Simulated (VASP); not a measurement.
Consider the following.

```
GaN
1.0
    0.00000     2.24797     2.24797
    2.24797     0.00000     2.24797
    2.24797     2.24797     0.00000
Ga N
1 1
Direct
  0.00000   0.00000   0.00000
  0.75000   0.75000   0.75000
```

These are PBEsol GGA, VASP's PBE PAW potentials (set 64) (plane waves; VASP) values and carry that method's errors. Settings: 520 eV cut-off, 18×18×18 Γ-centred mesh, Gaussian smearing of 0.010 eV, potentials Ga_d N.

Q: The job: GaN (space group F-43m), 2 atoms, PBEsol, optics run with many empty bands, 520 eV, 18×18×18 Γ-centred mesh. Roughly how much core time does it take on a busy server core?

A: About 5 core-minutes (one run on a shared machine, a rough figure). It had 195 irreducible k-points, 39 bands, up to 624 plane waves and 14 electronic steps.

The structure comes from a computed database's GaN entry (F-43m); how it stands against other phases isn't given here. It was relaxed first.
